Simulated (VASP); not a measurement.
# BaB (Pm-3m) in VASP: reference runs

How does BaB come out in PBE? The cell is run as given and disturbed.

Program: VASP 6.6.1. These are calculated values, not measurements. Logs are shortened: lines on timing, memory, paths and dates and some standing lists are left out, and cuts for length are marked.

## Step 1: Starting point

It takes space group Pm-3m (No. 221, cubic). The conventional cell has a = 3.686 Å, b = 3.686 Å, c = 3.686 Å, α = 90.00°, β = 90.00°, γ = 90.00°. Ba (site symmetry m-3m) is surrounded by 8 B at 3.19 Å. B (site symmetry m-3m) is surrounded by 8 Ba at 3.19 Å.

The cell was built by a generator and needn't be a form met in nature.

## Step 2: Single point, PBE

File INCAR:

```
SYSTEM = BaB
PREC = Accurate
ENCUT = 520
EDIFF = 1E-7
ISMEAR = -1
SIGMA = 0.05
LREAL = .False.
LASPH = .True.
NELM = 60
ALGO = Normal
ISIF = 2
LWAVE = .False.
LCHARG = .True.
GGA = PE
LELF = .True.
LVHAR = .True.
NBANDS = 14
```

File KPOINTS:

```
regular mesh
0
Gamma
  7 7 7
  0 0 0
```

File POSCAR:

```
BaB
1.0
    3.6857300000      0.0000000000      0.0000000000
    0.0000000000      3.6857300000      0.0000000000
    0.0000000000      0.0000000000      3.6857300000
Ba B
1 1
Direct
    0.0000000000      0.0000000000      0.0000000000
    0.5000000000      0.5000000000      0.5000000000
```

Potentials or basis: VASP PAW PBE potentials, release 64 (Ba_sv, B).

On the command line:

```sh
> cat potpaw_PBE.64/Ba_sv/POTCAR potpaw_PBE.64/B/POTCAR > POTCAR
> mpirun -np 1 vasp_std > vasp.out
```

OUTCAR:

```text
SYSTEM = BaB
   PREC = Accurate
   ENCUT = 520
   EDIFF = 1E-7
   ISMEAR = -1
   LREAL = .False.
   LASPH = .True.
   NELM = 60
   ISIF = 2
   GGA = PE

 ion  position               nearest neighbor table
   1  0.000  0.000  0.000-   2 3.19   2 3.19   2 3.19   2 3.19   2 3.19   2 3.19   2 3.19   2 3.19

   2  0.500  0.500  0.500-   1 3.19   1 3.19   1 3.19   1 3.19   1 3.19   1 3.19   1 3.19   1 3.19

  LATTYP: Found a simple cubic cell.
 ALAT       =     3.6857300000

  Lattice vectors:

 A1 = (   3.6857300000,   0.0000000000,   0.0000000000)
 A2 = (   0.0000000000,   3.6857300000,   0.0000000000)
 A3 = (   0.0000000000,   0.0000000000,   3.6857300000)

Analysis of symmetry for initial positions (statically):
=====================================================================
 Subroutine PRICEL returns:
 Original cell was already a primitive cell.

 Routine SETGRP: Setting up the symmetry group for a
 simple cubic supercell.

 Subroutine GETGRP returns: Found 48 space group operations
 (whereof 48 operations were pure point group operations)
 out of a pool of 48 trial point group operations.

The static configuration has the point symmetry O_h .

Analysis of symmetry for dynamics (positions and initial velocities):
=====================================================================
 Subroutine PRICEL returns:
 Original cell was already a primitive cell.

 Routine SETGRP: Setting up the symmetry group for a
 simple cubic supercell.

 Subroutine GETGRP returns: Found 48 space group operations
 (whereof 48 operations were pure point group operations)
 out of a pool of 48 trial point group operations.

The dynamic configuration has the point symmetry O_h .

 Subroutine INISYM returns: Found 48 space group operations
 (whereof 48 operations are pure point group operations),
 and found     1 'primitive' translations

----------------------------------------------------------------------------------------

                                     Primitive cell

  volume of cell :      50.0692

  direct lattice vectors                    reciprocal lattice vectors
     3.685730000  0.000000000  0.000000000     0.271316673  0.000000000  0.000000000
     0.000000000  3.685730000  0.000000000     0.000000000  0.271316673  0.000000000
     0.000000000  0.000000000  3.685730000     0.000000000  0.000000000  0.271316673

  length of vectors
     3.685730000  3.685730000  3.685730000     0.271316673  0.271316673  0.271316673

  position of ions in fractional coordinates (direct lattice)
     0.000000000  0.000000000  0.000000000
     0.500000000  0.500000000  0.500000000

  ion indices of the primitive-cell ions
   primitive index   ion index
                 1           1
                 2           2

----------------------------------------------------------------------------------------

 KPOINTS: regular mesh

Automatic generation of k-mesh.
 Grid dimensions read from file:
 generate k-points for:    7    7    7

 Generating k-lattice:

  Cartesian coordinates                     Fractional coordinates (reciprocal lattice)
     0.038759525  0.000000000  0.000000000     0.142857143  0.000000000  0.000000000
     0.000000000  0.038759525  0.000000000     0.000000000  0.142857143  0.000000000
     0.000000000  0.000000000  0.038759525     0.000000000  0.000000000  0.142857143

  Length of vectors
     0.038759525  0.038759525  0.038759525

  Shift w.r.t. Gamma in fractional coordinates (k-lattice)
     0.000000000  0.000000000  0.000000000

 Subroutine IBZKPT returns following result:
 ===========================================

 Found     20 irreducible k-points:

 Following reciprocal coordinates:
            Coordinates               Weight
  0.000000  0.000000  0.000000      1.000000
  0.142857  0.000000  0.000000      6.000000
  0.285714  0.000000  0.000000      6.000000
  0.428571  0.000000  0.000000      6.000000
  0.142857  0.142857  0.000000     12.000000
  0.285714  0.142857  0.000000     24.000000
[... 12 lines left out ...]
  0.428571  0.428571  0.285714     24.000000
  0.428571  0.428571  0.428571      8.000000
   k-points           NKPTS =     20   k-points in BZ     NKDIM =     20   number of bands    NBANDS=     14
   number of dos      NEDOS =    301   number of ions     NIONS =      2
   total plane-waves  NPLWV =  21952
   dimension x,y,z NGX =    28 NGY =   28 NGZ =   28
   dimension x,y,z NGXF=    56 NGYF=   56 NGZF=   56
   ions per type =               1   1
   NGX,Y,Z   is equivalent  to a cutoff of  12.63, 12.63, 12.63 a.u.
   NGXF,Y,Z  is equivalent  to a cutoff of  25.26, 25.26, 25.26 a.u.
 SYSTEM =  BaB
   PREC   = accura    normal or accurate (medium, high low for compatibility)
   ISTART =      0    job   : 0-new  1-cont  2-samecut
   ICHARG =      2    charge: 1-file 2-atom 10-const
   ISPIN  =      1    spin polarized calculation?
   LNONCOLLINEAR =      F non collinear calculations
   LSORBIT =      F    spin-orbit coupling
   LASPH  =      T    aspherical Exc in radial PAW
   ENCUT  =  520.0 eV  38.22 Ry    6.18 a.u.   6.85  6.85  6.85*2*pi/ulx,y,z
   NELM   =     60;   NELMIN=  2; NELMDL= -5     # of ELM steps
   EDIFF  = 0.1E-06   stopping-criterion for ELM
   LREAL  =      F    real-space projection
   EDIFFG = 0.1E-05   stopping-criterion for IOM
   NSW    =      0    number of steps for IOM
   IBRION =     -1    ionic relax: 0-MD 1-quasi-New 2-CG
   NFREE  =      0    steps in history (QN), initial steepest desc. (CG)
   ISIF   =      2    stress and relaxation
   ISYM   =      2    0-nonsym 1-usesym 2-fastsym
   POTIM  = 0.5000    time-step for ionic-motion
   TEBEG  =    0.0;   TEEND  =   0.0 temperature during run
   PSTRESS=    0.0 pullay stress
   NELECT =      13.0000    total number of electrons
   NUPDOWN=      -1.0000    fix difference up-down
   EMIN   =  10.00;   EMAX   =-10.00  energy-range for DOS
   EFERMI =   0.00;   METHOD = LEGACY
   ISMEAR =    -1;   SIGMA  =   0.05  broadening in eV -4-tet -1-fermi 0-gaus
   EFERMI_NEDOS =   21; number of points for ismear=-14 and -15
   IALGO  =     38    algorithm
   IMIX   =      4    mixing-type and parameters
     AMIX     =   0.40;   BMIX     =  1.00
     AMIX_MAG =   1.60;   BMIX_MAG =  1.00
  volume/ion in A,a.u.               =      25.03       168.94
  Fermi-wavevector in a.u.,A,eV,Ry     =   1.044397  1.973625 14.840770  1.090766
  Thomas-Fermi vector in A             =   2.179148
   LORBIT       =      0    0 simple, 1 ext, 2 COOP (PROOUT), +10 PAW based schemes
   GGA     = PE    functional components
   LHFCALC =     F    Hartree Fock is set to
   AEXX    =    0.0000 exact exchange contribution
   IVDW    =     0    specifies the selected vdW correction
   LEPSILON=     F    determine dielectric tensor
   LRPA    =     F    only Hartree local field effects (RPA)
 non-spin polarized calculation
  energy-cutoff  :      520.00
  volume of cell :       50.07
 maximum number of plane-waves:      1367
 NGX is ok and might be reduce to    28
   NGX = 13   NGY = 13   NGZ = 13

 number of electron      13.0000000 magnetization

 Free energy of the ion-electron system (eV)
  ---------------------------------------------------
  ext. energy  EPLUGINS =         0.00000000
  ---------------------------------------------------
  free energy    TOTEN  =        -6.46945048 eV

  energy without entropy =       -6.46003336  energy(sigma->0) =       -6.46474192

 E-fermi :   2.9056     XC(G=0):  -9.4174

 val. band max:        2.8248670757   @ k =   0.4286   0.1429   0.1429
 cond. band min:       2.9186786599   @ k =   0.2857   0.2857   0.1429
 fundamental gap:      0.0938115842
 Fermi energy:         2.9056247746

 k-point     1 :       0.0000    0.0000    0.0000
  band No.  band energies     occupation
      1     -24.7823      2.00000
      2      -9.4298      2.00000
      3      -9.4298      2.00000
      4      -9.4298      2.00000
      5      -3.6656      2.00000
      6       3.6096      0.00000
      7       3.6096      0.00000
      8       4.8796      0.00000
      9       4.8796      0.00000
     10       4.8796      0.00000
     11       9.4093      0.00000
     12       9.6688      0.00000
     13       9.6688      0.00000
     14       9.6688      0.00000

 k-point     2 :       0.1429    0.0000    0.0000
  band No.  band energies     occupation
      1     -24.7568      2.00000
      2      -9.7540      2.00000
      3      -9.4002      2.00000
      4      -9.4002      2.00000
      5      -3.3395      2.00000
      6       3.2579      0.00174
      7       3.7540      0.00000
      8       4.6153      0.00000
      9       4.6153      0.00000
     10       5.2413      0.00000
     11       9.7431      0.00000
     12       9.7431      0.00000
     13       9.7644      0.00000
     14       9.9760      0.00000

 k-point     3 :       0.2857    0.0000    0.0000
  band No.  band energies     occupation
      1     -24.6985      2.00000
      2     -10.3837      2.00000
      3      -9.3325      2.00000
      4      -9.3325      2.00000
      5      -2.5962      2.00000
      6       2.0413      2.00000
      7       4.0627      0.00000
      8       4.0627      0.00000
      9       4.1300      0.00000
     10       7.0025      0.00000
     11       9.9979      0.00000
     12      10.0379      0.00000
     13      10.0379      0.00000
     14      10.9452      0.00000
[... 256 lines left out ...]
 k-point    19 :       0.4286    0.4286    0.2857
  band No.  band energies     occupation
      1     -24.4499      2.00000
      2     -10.3681      2.00000
      3     -10.3507      2.00000
      4      -9.9008      2.00000
      5      -2.0582      2.00000
      6       1.3863      2.00000
      7       1.5294      2.00000
      8       2.6150      1.99404
      9       7.5562      0.00000
     10       8.7838      0.00000
     11       9.1163      0.00000
     12      10.5044      0.00000
     13      11.3059      0.00000
     14      12.7965      0.00000

 k-point    20 :       0.4286    0.4286    0.4286
  band No.  band energies     occupation
      1     -24.4068      2.00000
      2     -10.2839      2.00000
      3     -10.2637      2.00000
      4     -10.2637      2.00000
      5      -1.6062      2.00000
      6       0.8958      2.00000
      7       0.8958      2.00000
      8       1.4486      2.00000
      9       9.7424      0.00000
     10      10.1676      0.00000
     11      10.1676      0.00000
     12      11.2370      0.00000
     13      11.2370      0.00000
     14      12.2938      0.00000

------------------------ aborting loop because EDIFF is reached ----------------------------------------

  FORCE on cell =-STRESS in cart. coord.  units (eV):
  Direction    XX          YY          ZZ          XY          YZ          ZX
  --------------------------------------------------------------------------------------
  -------------------------------------------------------------------------------------
  Total        0.2475178      0.2475178      0.2475178      0.0000000      0.0000000      0.0000000
  in kB        7.9203879      7.9203879      7.9203879      0.0000000      0.0000000      0.0000000
  external PRESSURE =       7.9203879 kB  Pullay stress =       0.0000000 kB

 VOLUME and BASIS-vectors are now :
 -----------------------------------------------------------------------------
  energy-cutoff  :      520.00
  volume of cell :       50.07
      direct lattice vectors                 reciprocal lattice vectors
     3.685730000  0.000000000  0.000000000     0.271316673  0.000000000  0.000000000
     0.000000000  3.685730000  0.000000000     0.000000000  0.271316673  0.000000000
     0.000000000  0.000000000  3.685730000     0.000000000  0.000000000  0.271316673

 POSITION                                       TOTAL-FORCE (eV/Angst)
 -----------------------------------------------------------------------------------
      0.00000      0.00000      0.00000         0.000000      0.000000      0.000000
      1.84286      1.84286      1.84286         0.000000      0.000000      0.000000
 -----------------------------------------------------------------------------------
    total drift:                               -0.000000      0.000000      0.000000

  FREE ENERGIE OF THE ION-ELECTRON SYSTEM (eV)
  ---------------------------------------------------
  free  energy   TOTEN  =        -6.4694504820 eV

  energy  without entropy=       -6.4600333644  energy(sigma->0) =       -6.46474192
```

Wall time 8.5 s (1 thread of Intel Xeon 6975P-C (Granite Rapids), shared host); peak memory 0.16 GiB.

Results:

- Free energy: -6.4695 eV
- Pressure: 0.8 GPa
- Band gap on the k mesh: none (metal or under the smearing width)

Levels at points of the mesh, in eV from the Fermi level:
```tsv
k point	band 3	band 4	band 5	band 6	band 7	band 8	band 9	band 10
(0.00, 0.00, 0.00)	-12.34	-12.34	-6.57	0.70	0.70	1.97	1.97	1.97
```

(Part 1 of 2 ends here.)
